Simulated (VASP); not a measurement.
Input:

```
CELL_PARAMETERS angstrom
      0.00000     2.09322     2.09322
      2.09322     0.00000     2.09322
      2.09322     2.09322     0.00000
ATOMIC_POSITIONS crystal
  Ag 0.00000 0.00000 0.00000
```

Computed with PBE GGA, VASP's PBE PAW potentials (set 64) (plane waves; VASP 6.6.1). Settings: 520 eV cut-off, 15×15×15 Γ-centred mesh, first-order Methfessel-Paxton smearing of 0.10 eV, potentials Ag.

Problem. Give the stress tensor in GPa (positive for a compressed cell).

Solution. 
```
-2.45   0.00   0.00
 0.00  -2.45   0.00
 0.00   0.00  -2.45
```
The pressure is its mean diagonal, -2.45 GPa.

The compound is Ag in the fcc structure. This cell is one point of a volume scan, at 1.03 of the reference volume.
